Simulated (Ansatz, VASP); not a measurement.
## Two plane-wave programs on ScSF

```
Sc S F
1.0
     3.68615    0.00000    0.00000
    -1.84308    3.19230    0.00000
     0.00000    0.00000    3.60496
Sc S F
1 1 1
Direct
  0.66667 0.33333 0.50000
  0.33333 0.66667 0.00000
  0.00000 0.00000 0.50000
```

Alike in both runs: task relaxation of cell and atoms; functional PBE; dispersion D3(BJ); k mesh 9 × 9 × 8; occupations gaussian, width 0.02 eV; no spin polarisation.

|  | VASP | Ansatz |
| --- | --- | --- |
| version | VASP 6.6.1 | Ansatz 0.2.0 |
| potentials or method | VASP PAW PBE potentials, release 64 (Sc_sv, S, F) | scalar-relativistic, plane waves, PAW |
| plane-wave cutoff (eV) | 600 | 420 |
| valence electrons in the cell | 24 | 24 |

Ansatz gave:

| Property | Result |
| --- | --- |
| gap on the k mesh at the Fermi level, each at its own relaxed structure (eV) | 1.09 |
| relaxed volume (Å³/atom) | 14.16 |
| relaxed cell length with the largest relative difference (Å) | 3.686 |

**Question.** What did VASP give for the same quantities?

**Answer.** gap on the k mesh at the Fermi level, each at its own relaxed structure (eV): 1.07; relaxed volume (Å³/atom): 14.19; relaxed cell length with the largest relative difference (Å): 3.691.

Caveats: an odd mesh through Γ misses points on the zone boundary, where band edges often lie. Expect the measured gap to be larger: semilocal functionals such as PBE lack the derivative discontinuity.
